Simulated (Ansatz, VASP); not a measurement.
# ScZnGaS4 in VASP and in Ansatz

INCAR

```
  PREC = Accurate
  ENCUT = 520
  EDIFF = 1E-7
  ISMEAR = -1
  SIGMA = 0.05
  LREAL = F
  LASPH = T
  NELM = 60
  ALGO = Normal
  ISIF = 2
  LWAVE = F
  LCHARG = T
  GGA = PE
  LELF = T
  LVHAR = T
  NBANDS = 39
```

Contents of KPOINTS:

```
regular mesh
0
Gamma
  8 8 3
```

Contents of POSCAR:

```
ScZnGaS4
1.0
    3.8235926644      0.0000000000      0.0000000000
   -1.9117963322      3.3113283811      0.0000000000
    0.0000000000      0.0000000000     12.5087800002
Ga Zn Sc S
1 1 1 4
Direct
    0.6666666667      0.3333333333      0.2159150000
    0.3333333333      0.6666666667      0.4931110000
    0.0000000000      0.0000000000      0.7876930000
    0.0000000000      0.0000000000      0.5990460000
    0.6666666667      0.3333333333      0.3932990000
    0.0000000000      0.0000000000      0.1382150000
    0.6666666667      0.3333333333      0.8727200000
```

input.yaml

```yaml
crystal:
  lattice:
    - [3.8235926644, 0.0, 0.0]
    - [-1.9117963322, 3.3113283811, 0.0]
    - [0.0, 0.0, 12.5087800002]
  atoms:
    - { symbol: Ga, position: [0.6666666667, 0.3333333333, 0.215915] }
    - { symbol: Zn, position: [0.3333333333, 0.6666666667, 0.493111] }
    - { symbol: Sc, position: [0.0, 0.0, 0.787693] }
    - { symbol: S, position: [0.0, 0.0, 0.599046] }
    - { symbol: S, position: [0.6666666667, 0.3333333333, 0.393299] }
    - { symbol: S, position: [0.0, 0.0, 0.138215] }
    - { symbol: S, position: [0.6666666667, 0.3333333333, 0.87272] }
hamiltonian:
  xc: pbe
  pseudopotentials: { kind: paw }
kpoints:
  mp_grid: { grid: [8, 8, 3] }
scf:
  occupations: { method: fermi_dirac, width: 0.05 }
output:
  forces: true
  stress: true
  eigenvalues: true
```

The cell comes from a database or a generator and needn't be the stable form of this composition.

Alike in both runs: task single point; functional PBE; k mesh 8 × 8 × 3; occupations fermi-dirac, width 0.05 eV; no spin polarisation.

|  | VASP | Ansatz |
| --- | --- | --- |
| version | VASP 6.6.1 | Ansatz 0.2.0 |
| potentials or method | VASP PAW PBE potentials, release 64 (Ga_d, Zn, Sc_sv, S) | Ansatz PAW |
| plane-wave cutoff (eV) | 520 | 420 |
| valence electrons in the cell | 60 | 60 |

Ansatz gave:

```
gap on the k mesh at the Fermi level (eV)       : 1.01
least direct gap on the mesh (eV)               : 1.14
pressure (GPa)                                  : 0.0
largest component of the traceless stress (GPa) : 0.17
rms of the force components (eV/Å)              : 0.036
```

Q: What did VASP give for the same quantities?

A: gap on the k mesh at the Fermi level (eV): 1.01; least direct gap on the mesh (eV): 1.14; pressure (GPa): 0.0; largest component of the traceless stress (GPa): 0.17; rms of the force components (eV/Å): 0.032.

Atom by atom the forces differ by 0.013 eV/Å (rms over components).

Caveats: an odd mesh through Γ misses points on the zone boundary, where band edges often lie (VASP); odd divisions of the mesh miss points on the zone boundary, where band edges often lie, so the gap on the mesh can be too wide (Ansatz). As with any semilocal functional, this PBE gap is likely too small.
